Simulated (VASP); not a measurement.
Here is the system:

```yaml
crystal:
  lattice:
    - [0.00000, 2.44550, 2.44550]
    - [2.44550, 0.00000, 2.44550]
    - [2.44550, 2.44550, 0.00000]
  atoms:
    - { symbol: Be, position: [0.00000, 0.00000, 0.00000] }
    - { symbol: S, position: [0.25000, 0.25000, 0.25000] }
```

The numbers are results of LDA (Ceperley-Alder, Perdew-Zunger), VASP's LDA PAW potentials (set 64) (plane waves; VASP), not measurements. Run with 520 eV cut-off, 10×10×10 Γ-centred mesh, Gaussian smearing of 0.050 eV, potentials Be S.

### Question
Predict the energy per atom (σ→0), pressure, band gap (on the k-mesh) with the smallest direct gap where there is one.

### Answer

- band gap (on the k-mesh): 2.96 eV
- smallest direct gap (on the k-mesh): 5.47 eV
- energy per atom (σ→0): -5.557 eV/atom
- pressure: -53.3 kbar

The absolute energy has meaning only against runs of the same code, potentials and settings.

The compound is BeS in the zinc blende structure. This cell is one point of a volume scan, at 1.06 of the reference volume.
